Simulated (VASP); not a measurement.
Crystal: HPbNO4.

```
H Pb N O
1.0
     4.12040   -0.00081   -0.01120
     0.00404    6.42722    0.05360
     0.02791    3.20707    7.74994
H Pb N O
2 2 2 8
Direct
  0.90366 0.21821 0.48851
  0.40337 0.78177 0.51142
  0.39455 0.30863 0.70725
  0.89489 0.69135 0.29266
  0.63409 0.19990 0.20730
  0.13386 0.80012 0.79275
  0.90829 0.32866 0.54369
  0.53792 0.39076 0.19497
  0.53483 0.11279 0.10602
  0.83718 0.08887 0.32672
  0.40817 0.67132 0.45624
  0.03774 0.60924 0.80520
  0.03429 0.88737 0.89397
  0.33716 0.91101 0.67330
```

The cell was built by a generator and needn't be a form met in nature.

```yaml
Program: VASP 6.6.1
Task: single point
Functional: PBE
Potentials_or_basis: VASP PAW PBE potentials, release 64 (H, Pb_d, N, O)
Cutoff: 520 eV
k_mesh: 7 × 5 × 4
Occupations: fermi-dirac, width 0.05 eV
Spin: no spin polarisation
```

On this cell: pressure 0.6 GPa; largest force 0.414 eV/Å; band gap on the k mesh 3.27 eV, indirect (least direct gap 3.36 eV).

The same run follows on a disturbed copy (atoms moved at random, drawn with an rms of 0.05 Å):

```xyz
14
Lattice="4.1204 -0.0008 -0.0112 0.0040 6.4272 0.0536 0.0279 3.2071 7.7499" Properties=species:S:1:pos:R:3 pbc="T T T"
H     3.6789    2.9299    3.8164
H     1.6596    6.6247    4.0229
Pb    1.6936    4.2735    5.4952
Pb    3.7117    5.3503    2.2759
N     2.5669    1.8948    1.6078
N     0.5906    7.7267    6.1824
O     3.7050    3.8386    4.2074
O     2.2112    3.1510    1.4937
O     2.1824    1.0840    0.8264
O     3.4314    1.6364    2.5504
O     1.6114    5.7443    3.5537
O     0.1828    6.5053    6.2482
O     0.1633    8.6355    6.9795
O     1.4007    8.0115    5.2271
```

Question: What does the disturbed cell give?

Answer: The energy moves by +22.3 meV/atom; pressure -0.6 GPa; largest force 5.757 eV/Å; band gap on the k mesh 2.97 eV, indirect (least direct gap 3.03 eV).

Forces in eV/Å, atoms in the order of the input:
```
H   -0.031  0.072 -0.136
H   -0.173 -0.250 -0.278
Pb  -0.248 -0.058 -0.208
Pb  -0.217 -0.241  0.119
N    1.586  5.064  2.233
N   -0.876 -1.012 -0.026
O    0.242  0.102  0.199
O    0.037 -1.104  0.202
O   -1.183 -3.072 -2.070
O   -0.450 -0.845 -0.370
O    0.446  0.377  0.253
O    0.146  1.231  0.483
O    0.580 -0.920 -0.768
O    0.140  0.656  0.367
```

Stress tensor (GPa, compression positive):
```
-0.55  1.02  0.59
 1.02 -1.30  0.29
 0.59  0.29  0.08
```

Caveats: the standard files for N, O and F lose accuracy on very short bonds; spin-orbit coupling is left out, which as a rule narrows the gap of such compounds by several tenths of an eV; an odd mesh through Γ misses points on the zone boundary, where band edges often lie.
